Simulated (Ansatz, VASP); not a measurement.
# CaHf in two plane-wave programs, part 2 of 2

One calculation is typed for both programs; each brings its own data sets and cutoff. How far apart do they land? The cell is invented: As first built, before any earlier steps moved the atoms (in the runner's words): it takes the ZrHg structure with all of its atoms replaced by other elements, volume scaled by an estimate. It may not be a known or stable phase. The cell is taken from a series of VASP runs on this material, whose earlier steps may have relaxed, scaled or displaced it; both programs get it as it stands.

VASP 6.6.1 and Ansatz 0.2.0.

So far. Step 2 (VASP: band structure, RPBE): The run ends at a pressure of -0.04 GPa. Step 5 (Ansatz: single point, RPBE, volume scaled by 0.96): The run ends at a pressure of 1.92 GPa.

**6. VASP: single point, RPBE, volume scaled by 0.96**

Level of this step: RPBE; plane waves and PAW (Hf_pv, Ca_sv); invented cell (VASP).

The same cell, functional, mesh and smearing now go to VASP, with its own data sets and cutoff.

INCAR reads:

```
SYSTEM = CaHf
PREC = Accurate
ENCUT = 400
EDIFF = 1E-06
NELM = 100
ISMEAR = 1
SIGMA = 0.2
LREAL = .FALSE.
ALGO = Normal
GGA = RP
LORBIT = 11
LWAVE = .FALSE.
LCHARG = .FALSE.
ISIF = 2
```

POSCAR reads:

```
CaHf
1.0
    3.2484056783      0.0000000000      0.0000000000
    0.0000000000      3.2484056783      0.0000000000
    0.0000000000      0.0000000000      5.2544866038
Hf Ca
1 1
Direct
    0.5000000000      0.5000000000      0.5000000000
    0.0000000000      0.0000000000      0.0000000000
```

KPOINTS reads:

```
Automatic mesh
0
Gamma
8 8 5
0 0 0
```

Potentials, in the order of the species: Hf_pv and Ca_sv (PBE family, release 64).

Launch:

```sh
> mpirun -np 1 vasp_std
```

Numbers of over 12 decimals in the logs are rounded to 6 here.

Log:

```text
[banner, memory and clock lines left out]
running    1 mpi-ranks, on    1 nodes
[...]
[... a notice as in an earlier step ...]

 LDA part: xc-table for (Slater+PW92), standard interpolation
 POSCAR, INCAR and KPOINTS ok, starting setup
[...]
entering main loop
       N       E                     dE             d eps       ncg     rms          rms(c)
DAV:   1     0.100232093036E+03    0.10023E+03   -0.96109E+03  1260   0.112E+03
DAV:   2    -0.708221323588E+01   -0.10731E+03   -0.10612E+03  1464   0.299E+02
DAV:   3    -0.109184696840E+02   -0.38363E+01   -0.37352E+01  2130   0.440E+01
DAV:   4    -0.110073172102E+02   -0.88848E-01   -0.88808E-01  1654   0.625E+00
[...]
DAV:  11    -0.100395077517E+02   -0.44923E-06   -0.13267E-04  1666   0.773E-02    0.340E-02
DAV:  12    -0.100395144697E+02   -0.67180E-05   -0.97732E-06  1872   0.265E-02    0.107E-02
DAV:  13    -0.100395142446E+02    0.22502E-06   -0.53580E-07  1134   0.359E-03
   1 F= -.10039514E+02 E0= -.10038671E+02  d E =-.252959E-02
```

From OUTCAR (step 6):

```text
  Total        0.6253792      0.6253792      0.6500989      0.0000000      0.0000000     -0.0000000
  in kB       18.0710421     18.0710421     18.7853449      0.0000000      0.0000000     -0.0000000
  external PRESSURE =      18.3091431 kB  Pullay stress =       0.0000000 kB

 POSITION                                       TOTAL-FORCE (eV/Angst)
 -----------------------------------------------------------------------------------
      1.62420      1.62420      2.62724         0.000000      0.000000      0.000000
      0.00000      0.00000      0.00000         0.000000      0.000000      0.000000
 -----------------------------------------------------------------------------------
    total drift:                                0.000000      0.000000     -0.000000

  FREE ENERGIE OF THE ION-ELECTRON SYSTEM (eV)
  ---------------------------------------------------
  free  energy   TOTEN  =       -10.0395142446 eV

  energy  without entropy=      -10.0369846587  energy(sigma->0) =      -10.03867105

[... 1 part as in an earlier step ...]

[... 2 further parts left out ...]
[key lines of the parts left out:]
E-fermi :   3.5964
```

The run ends at a pressure of 1.83 GPa.

**7. Side by side**

The two programs side by side:

```csv
quantity,Ansatz,VASP,difference
pressure (GPa),1.92,1.83,+0.08
```

Ansatz's pressure holds a Pulay correction of 0.02 GPa; VASP's holds none.

**8. VASP: single point, RPBE, volume scaled by 1.04**

With cell and atoms fixed, the geometry can't cause a difference; cores, projectors, grids and the points listed under the comparison can. The cell compared in this pair holds 60.07 Å³, against 55.45 Å³ for the pair before.

INCAR is that of step 6.

POSCAR reads:

```
CaHf
1.0
    3.3362426478      0.0000000000      0.0000000000
    0.0000000000      3.3362426478      0.0000000000
    0.0000000000      0.0000000000      5.3965680510
Hf Ca
1 1
Direct
    0.5000000000      0.5000000000      0.5000000000
    0.0000000000      0.0000000000      0.0000000000
```

KPOINTS is that of step 6.

Launch:

```sh
> mpirun -np 1 vasp_std
```

Log:

```text
[... set-up lines as in an earlier step ...]
 entering main loop
       N       E                     dE             d eps       ncg     rms          rms(c)
DAV:   1     0.942609663106E+02    0.94261E+02   -0.94903E+03  1284   0.110E+03
DAV:   2    -0.748084331238E+01   -0.10174E+03   -0.10077E+03  1488   0.289E+02
DAV:   3    -0.109854998970E+02   -0.35047E+01   -0.33621E+01  2178   0.413E+01
DAV:   4    -0.110706401055E+02   -0.85140E-01   -0.85011E-01  1726   0.584E+00
[...]
DAV:  11    -0.100415538292E+02   -0.14077E-04   -0.12414E-04  1684   0.748E-02    0.304E-02
DAV:  12    -0.100415615464E+02   -0.77172E-05   -0.11676E-05  1892   0.280E-02    0.100E-02
DAV:  13    -0.100415615193E+02    0.27108E-07   -0.89175E-07  1200   0.466E-03
   1 F= -.10041562E+02 E0= -.10040515E+02  d E =-.313869E-02
```

Parts of OUTCAR (step 8):

```text
  Total       -0.6087769     -0.6087769     -0.6038026      0.0000000      0.0000000     -0.0000000
  in kB      -16.2381218    -16.2381218    -16.1054426      0.0000000      0.0000000     -0.0000000
  external PRESSURE =     -16.1938954 kB  Pullay stress =       0.0000000 kB

 POSITION                                       TOTAL-FORCE (eV/Angst)
 -----------------------------------------------------------------------------------
      1.66812      1.66812      2.69828         0.000000      0.000000      0.000000
      0.00000      0.00000      0.00000         0.000000      0.000000      0.000000
 -----------------------------------------------------------------------------------
    total drift:                                0.000000      0.000000     -0.000000

  FREE ENERGIE OF THE ION-ELECTRON SYSTEM (eV)
  ---------------------------------------------------
  free  energy   TOTEN  =       -10.0415615193 eV

  energy  without entropy=      -10.0384228264  energy(sigma->0) =      -10.04051529

[... 1 part as in an earlier step ...]

[... 2 further parts left out ...]
[key lines of the parts left out:]
E-fermi :   3.1642
```

The run ends at a pressure of -1.62 GPa.

**9. Ansatz: single point, RPBE, volume scaled by 1.04**

The same cell, functional, mesh and smearing now go to Ansatz, which takes its cutoff from its data sets.

The cell is a member of a volume series, scaled by 1.04 from a relaxed one, so a pressure remains.

input.yaml reads:

```yaml
crystal:
  lattice:
    - [3.3362426478, 0.0, 0.0]
    - [0.0, 3.3362426478, 0.0]
    - [0.0, 0.0, 5.396568051]
  atoms:
    - { symbol: Hf, position: [0.5, 0.5, 0.5] }
    - { symbol: Ca, position: [0.0, 0.0, 0.0] }
hamiltonian:
  xc: rpbe
  pseudopotentials: { kind: paw }
kpoints:
  mp_grid: { grid: [8, 8, 5] }
scf:
  occupations: { method: methfessel_paxton, width: 0.2 }
  n_extra_bands: 4
output:
  forces: true
  stress: true
  eigenvalues: true
```

Launch:

```sh
> ansatz run input.yaml --threads 2 --pin off --max-ram 4608MiB --backend cpu --events-out ev --progress --plain --runs-dir out
```

Log:

```text
[...]
Crystal: 2 atoms, lattice volume = 60.067 Å³
Basis set: ecut = 420 eV, 1171 PW (Γ), exchange–correlation on 48×48×80 points (8 copies of the dense FFT grid, shifted against one another)
Bands: 22, of which v1, the nominal top of the filled ones, is band 18 counted from 1 (17 counted from 0)
Symmetry: 16 space group operations
[...]
k-points: 45 of 320
[...]
--- Band table (eV; the first three rows and the last of 45) ---
  k-point 0: bands = [... 14 lower, -1.5713, 5.4424, 9.1303, 10.1777, 11.5627, 13.0421, 13.1938, 13.1938]
  k-point 1: bands = [... 14 lower, -1.5713, 5.6749, 8.8444, 10.2356, 11.3894, 12.8962, 13.3078, 13.3078]
  k-point 2: bands = [... 14 lower, -1.5713, 6.2181, 8.1194, 10.3405, 11.3803, 12.6575, 13.3744, 13.5488]
  k-point 44: bands = [... 14 lower, -1.5757, 9.5734, 10.5933, 10.7656, 10.7656, 12.1901, 12.1901, 12.6108]
[key lines of the parts left out:]
SCF converged after 8 iterations
Free energy (F): -17553.814536 eV
Fermi energy:    10.841288 eV
P = ⅓ Tr σ = -1.5313 GPa (-15.313 kbar)
```

It took 1.9 s on 2 threads of Arm Neoverse V2, shared host; peak memory 0.35 GiB.

The run ends at a pressure of -1.53 GPa.

**10. Side by side**

Compared:

```csv
quantity,Ansatz,VASP,difference
pressure (GPa),-1.53,-1.62,+0.09
```

**11. Outcome**

- r.m.s. difference of levels near the Fermi level (band structure, RPBE): 4.3 meV
- difference in pressure (single point, RPBE, volume scaled by 0.96): 0.085 GPa
- difference in pressure (single point, RPBE, volume scaled by 1.04): 0.088 GPa

What this shows: The difference in pressure is 0.088 GPa (single point, RPBE, volume scaled by 1.04), within the 1 GPa picked in this series as the mark of a large difference. 2 further runs of this series are not shown here. How closely two codes agree says nothing of how well the functional describes the real material.

[Lines on the potential files, build, host, timing and source positions are cut from VASP's logs without a mark.]

[Logs are printed without paths, hosts, clocks, repeated set-up lines and the standing remarks that a program may print on its own settings, such as how far it seeks lower states.]

[Hosts, paths, dates, database ids (printed as entryN), source tags and the programs' standing remarks are cut or masked in the printed files.]
